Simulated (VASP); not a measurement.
Crystal: Te2Mo.

```
CELL_PARAMETERS angstrom
3.51820 0.00000 0.00000
-1.75910 3.04685 0.00000
0.00000 0.00000 13.97360
ATOMIC_POSITIONS crystal
Te 0.33333 0.66667 0.62100
Te 0.66667 0.33333 0.12100
Te 0.33333 0.66667 0.87900
Te 0.66667 0.33333 0.37900
Mo 0.33333 0.66667 0.25000
Mo 0.66667 0.33333 0.75000
```

| Property | Result |
| --- | --- |
| Program | VASP 6.6.1 |
| Task | relaxation of cell and atoms |
| Functional | PBE |
| Dispersion | D3(BJ) |
| Potentials or basis | VASP PAW PBE potentials, release 64 (Te, Mo_sv) |
| Cutoff | 600 eV |
| k mesh | 9 × 9 × 2 |
| Occupations | gaussian, width 0.03 eV |
| Spin | no spin polarisation |

At the start: pressure -0.6 GPa; volume 24.96 Å³/atom.

Question: Where does the relaxation end?

Answer: Over 11 steps the energy falls by 4.2 meV/atom and the volume is 24.15 Å³/atom (-3.2 %); space group P6_3/mmc (No. 194, to 0.05 Å).

The path:
| step | energy change (eV) | largest force (eV/Å) | pressure (GPa) | volume (Å³) |
| --- | --- | --- | --- | --- |
| 1 | 0.0000 | 0.1801 | -0.57 | 149.79 |
| 2 | -0.0099 | 0.1782 | 0.16 | 147.87 |
| 3 | -0.0107 | 0.1781 | 0.42 | 147.15 |
| 4 | -0.0138 | 0.0444 | -0.52 | 147.26 |
| 5 | -0.0143 | 0.0147 | -0.27 | 147.23 |
| 6 | -0.0201 | 0.0146 | -0.19 | 146.48 |
| 7 | -0.0252 | 0.0122 | -0.01 | 145.13 |
| 8 | -0.0254 | 0.0108 | 0.04 | 144.86 |
| 9 | -0.0254 | 0.0111 | 0.03 | 144.91 |
| 10 | -0.0253 | 0.0169 | -0.11 | 144.97 |
| 11 | -0.0254 | 0.0027 | -0.01 | 144.93 |

Final structure:
```xyz
6
Lattice="3.4957 0.0000 0.0000 -1.7478 3.0274 0.0000 0.0000 0.0000 13.6949" Properties=species:S:1:pos:R:3 pbc="T T T"
Te    0.0000    2.0182    8.4531
Te    1.7478    1.0091    1.6056
Te    0.0000    2.0182   12.0892
Te    1.7478    1.0091    5.2418
Mo    0.0000    2.0182    3.4237
Mo    1.7478    1.0091   10.2711
```
